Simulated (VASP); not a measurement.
Data:

```yaml
crystal:
  lattice:
    - [0.00000, 2.70993, 2.70993]
    - [2.70993, 0.00000, 2.70993]
    - [2.70993, 2.70993, 0.00000]
  atoms:
    - { symbol: Si, position: [0.00000, 0.00000, 0.00000] }
    - { symbol: Si, position: [0.25000, 0.25000, 0.25000] }
```

All values below come from PBE GGA with D3 dispersion (Becke-Johnson damping), VASP's PBE PAW potentials (set 64) (plane waves; VASP). Run with 520 eV cut-off, Gaussian smearing of 0.050 eV, potentials Si.

What does the run give for the band gap (along the path) with the smallest direct gap where there is one?

```
Property                                Value
------------------------------------  -------
band gap (along the path)             0.56 eV
smallest direct gap (along the path)  2.57 eV
```

The compound is Si in the diamond structure. It was relaxed first.
